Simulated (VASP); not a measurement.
Calculation: revTPSS meta-GGA, VASP's PBE PAW potentials (set 64) (plane waves; VASP 6.6.1).

The input files of a VASP run:

**INCAR**
```
# general
SYSTEM  = Pb
PREC    = Accurate
ENCUT   = 520
LREAL   = .FALSE.
LASPH   = .TRUE.

# electronic loop
EDIFF   = 1E-7
NELM    = 100
ALGO    = Normal
LMAXMIX = 4
LMIXTAU = .TRUE.

# smearing
ISMEAR  = 1
SIGMA   = 0.1

# functional
METAGGA = RTPSS

# ions
ISIF    = 2

# output
LWAVE   = .FALSE.
LCHARG  = .FALSE.
```

KPOINTS:
```
Automatic mesh
0
Gamma
13 13 13
0 0 0
```

File POSCAR:
```
Pb
1
    0.0000000000     2.4460343563     2.4460343563
    2.4460343563     0.0000000000     2.4460343563
    2.4460343563     2.4460343563     0.0000000000
Pb
1
Direct
  0.0000000000   0.0000000000   0.0000000000
```

POTCAR, in this order: Pb_d (PBE.64 set). Program: vasp_std.

The resulting files:

OUTCAR:
```
 ion  position               nearest neighbor table
   1  0.000  0.000  0.000-
  LATTYP: Found a face centered cubic cell.
 ALAT       =     4.8920687126
 Subroutine PRICEL returns:
 Original cell was already a primitive cell.
 Subroutine GETGRP returns: Found 48 space group operations
The static configuration has the point symmetry O_h .
The dynamic configuration has the point symmetry O_h .
 Subroutine INISYM returns: Found 48 space group operations
 Subroutine IBZKPT returns following result:
 Found     84 irreducible k-points:

 Following reciprocal coordinates:
            Coordinates               Weight
  0.000000  0.000000  0.000000      1.000000
  0.076923  0.000000  0.000000      8.000000
  0.153846  0.000000  0.000000      8.000000
  0.230769  0.000000  0.000000      8.000000
  0.307692  0.000000  0.000000      8.000000
  0.384615  0.000000  0.000000      8.000000
  0.461538  0.000000  0.000000      8.000000
  0.076923  0.076923  0.000000      6.000000
  0.153846  0.076923  0.000000     24.000000
  0.230769  0.076923  0.000000     24.000000
  0.307692  0.076923  0.000000     24.000000
  0.384615  0.076923  0.000000     24.000000
  0.461538  0.076923  0.000000     24.000000
 -0.461538  0.076923  0.000000     24.000000
 -0.384615  0.076923  0.000000     24.000000
 -0.307692  0.076923  0.000000     24.000000
 -0.230769  0.076923  0.000000     24.000000
 -0.153846  0.076923  0.000000     24.000000
 -0.076923  0.076923  0.000000     12.000000
  0.153846  0.153846  0.000000      6.000000
  0.230769  0.153846  0.000000     24.000000
  0.307692  0.153846  0.000000     24.000000
  0.384615  0.153846  0.000000     24.000000
  0.461538  0.153846  0.000000     24.000000
 -0.461538  0.153846  0.000000     24.000000
 -0.384615  0.153846  0.000000     24.000000
 -0.307692  0.153846  0.000000     24.000000
 -0.230769  0.153846  0.000000     24.000000
 -0.153846  0.153846  0.000000     12.000000
  0.230769  0.230769  0.000000      6.000000
  0.307692  0.230769  0.000000     24.000000
  0.384615  0.230769  0.000000     24.000000
  0.461538  0.230769  0.000000     24.000000
 -0.461538  0.230769  0.000000     24.000000
 -0.384615  0.230769  0.000000     24.000000
 -0.307692  0.230769  0.000000     24.000000
 -0.230769  0.230769  0.000000     12.000000
  0.307692  0.307692  0.000000      6.000000
  0.384615  0.307692  0.000000     24.000000
  0.461538  0.307692  0.000000     24.000000
   k-points           NKPTS =     84   k-points in BZ     NKDIM =     84   number of bands    NBANDS=     11
   number of dos      NEDOS =    301   number of ions     NIONS =      1
   total plane-waves  NPLWV =  21952
   dimension x,y,z NGX =    28 NGY =   28 NGZ =   28
   dimension x,y,z NGXF=    56 NGYF=   56 NGZF=   56
   ions per type =               1
   PREC   = accura    normal or accurate (medium, high low for compatibility)
   ISTART =      0    job   : 0-new  1-cont  2-samecut
   ICHARG =      2    charge: 1-file 2-atom 10-const
   ISPIN  =      1    spin polarized calculation?
   LNONCOLLINEAR =      F non collinear calculations
   LSORBIT =      F    spin-orbit coupling
   INIWAV =      1    electr: 0-lowe 1-rand  2-diag
   ENCUT  =  520.0 eV  38.22 Ry    6.18 a.u.   6.43  6.43  6.43*2*pi/ulx,y,z
   NELM   =    100;   NELMIN=  2; NELMDL= -5     # of ELM steps
   EDIFF  = 0.1E-06   stopping-criterion for ELM
   LREAL  =      F    real-space projection
   NLSPLINE    = F    spline interpolate recip. space projectors
   LMAXMIX     =    4 max onsite mixed and CHGCAR
   VOSKOWN=      0    Vosko Wilk Nusair interpolation
...
```

**OSZICAR**
```
       N       E                     dE             d eps       ncg     rms          rms(c)
DAV:   1     0.151313144641E+03    0.15131E+03   -0.76784E+03  1864   0.159E+03
DAV:   2     0.432888517332E+02   -0.10802E+03   -0.10600E+03  1878   0.367E+02
DAV:   3     0.380820633375E+02   -0.52068E+01   -0.51624E+01  2246   0.105E+02
DAV:   4     0.379695778011E+02   -0.11249E+00   -0.11245E+00  2231   0.167E+01
DAV:   5     0.379650961412E+02   -0.44817E-02   -0.44815E-02  2362   0.315E+00    0.126E+00
DAV:   6     0.403174587171E+02    0.23524E+01   -0.57602E+00  1848   0.421E+01    0.471E-01
DAV:   7     0.402348726403E+02   -0.82586E-01   -0.51325E-01  2046   0.171E+01    0.405E-01
DAV:   8     0.401238411551E+02   -0.11103E+00   -0.97673E-02  1866   0.603E+00    0.150E-01
DAV:   9     0.401157657247E+02   -0.80754E-02   -0.13401E-02  2259   0.260E+00    0.771E-02
DAV:  10     0.401159204710E+02    0.15475E-03   -0.24852E-03  2139   0.108E+00    0.764E-02
DAV:  11     0.401158692862E+02   -0.51185E-04   -0.17369E-03  2130   0.961E-01    0.190E-02
DAV:  12     0.401156307928E+02   -0.23849E-03   -0.20833E-04  2130   0.314E-01    0.358E-03
DAV:  13     0.401156293300E+02   -0.14628E-05   -0.58559E-06  2001   0.304E-02    0.195E-03
DAV:  14     0.401156296951E+02    0.36509E-06   -0.23373E-06  1953   0.203E-02    0.929E-04
DAV:  15     0.401156293002E+02   -0.39484E-06   -0.58329E-07  1950   0.100E-02    0.253E-04
DAV:  16     0.401156294167E+02    0.11646E-06   -0.73974E-08  1310   0.576E-03    0.208E-04
DAV:  17     0.401156296165E+02    0.19983E-06   -0.17556E-08  1017   0.194E-03    0.976E-05
DAV:  18     0.401156295935E+02   -0.22971E-07   -0.45855E-09   972   0.754E-04
   1 F= 0.40115630E+02 E0= 0.40115608E+02  d E =0.637532E-04
```

OUTCAR:
```
------------------------ aborting loop because EDIFF is reached ----------------------------------------
  FORCE on cell =-STRESS in cart. coord.  units (eV):
  Direction    XX          YY          ZZ          XY          YZ          ZX
  --------------------------------------------------------------------------------------
  Total        0.2886556      0.2886556      0.2886556      0.0000000     -0.0000000      0.0000000
  in kB       15.8005735     15.8005735     15.8005735      0.0000000     -0.0000000      0.0000000
  external PRESSURE =      15.8005735 kB  Pullay stress =       0.0000000 kB
  volume of cell :       29.27
      direct lattice vectors                 reciprocal lattice vectors
     0.000000000  2.446034356  2.446034356    -0.204412501  0.204412501  0.204412501
     2.446034356  0.000000000  2.446034356     0.204412501 -0.204412501  0.204412501
     2.446034356  2.446034356  0.000000000     0.204412501  0.204412501 -0.204412501
 POSITION                                       TOTAL-FORCE (eV/Angst)
 -----------------------------------------------------------------------------------
      0.00000      0.00000      0.00000         0.000000      0.000000      0.000000
 -----------------------------------------------------------------------------------
    total drift:                                0.000000      0.000000     -0.000000
  FREE ENERGIE OF THE ION-ELECTRON SYSTEM (eV)
  ---------------------------------------------------
  free  energy   TOTEN  =        40.1156295935 eV

  energy  without entropy=       40.1155658404  energy(sigma->0) =       40.11560834
```
(Selected blocks of OUTCAR.)

The compound is Pb in the fcc structure. This cell is one point of a volume scan, at 0.97 of the reference volume.
